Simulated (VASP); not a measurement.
Level of theory: PBEsol GGA, VASP's PBE PAW potentials (set 64) (plane waves; VASP 6.6.1).

Input for VASP

**KPOINTS**
```
Automatic mesh
0
Gamma
5 5 5
0 0 0
```

**POSCAR**
```
CsI
1.0
  0.0000000000   4.1364000000   4.1364000000
  4.1364000000   0.0000000000   4.1364000000
  4.1364000000   4.1364000000   0.0000000000
Cs I
1 1
Cartesian
  0.0000000000   0.0000000000   0.0000000000
  4.1364000000   4.1364000000   4.1364000000
```

INCAR:
```
SYSTEM = CsI
PREC = Accurate
ENCUT = 400
EDIFF = 1E-6
NELM = 100
ALGO = Normal
LREAL = .FALSE.
LASPH = .TRUE.
ISMEAR = 0
SIGMA = 0.05
GGA = PS
LMAXMIX = 4
LWAVE = .FALSE.
LCHARG = .FALSE.
IBRION = 2
ISIF = 3
NSW = 60
EDIFFG = -0.01
```

POTCAR, in this order: Cs_sv I (PBE.64 set). Program: vasp_std.

Question: What will the output report for the number of irreducible k-points (NKPTS), number of bands (NBANDS), largest plane-wave count, number of space-group operations, FFT grid (NGX, NGY, NGZ)?

Answer: 
The number of irreducible k-points (NKPTS) is 10 and the number of bands (NBANDS) is 12. The largest plane-wave count comes out as 2637 and the number of space-group operations is 48. The FFT grid (NGX, NGY, NGZ) is 40 × 40 × 40.

The structure was generated: CsI was put into the rock salt type (Fm-3m), which need not be its known phase. This run relaxes it. Symmetry was kept, so distortions that lower it aren't found.
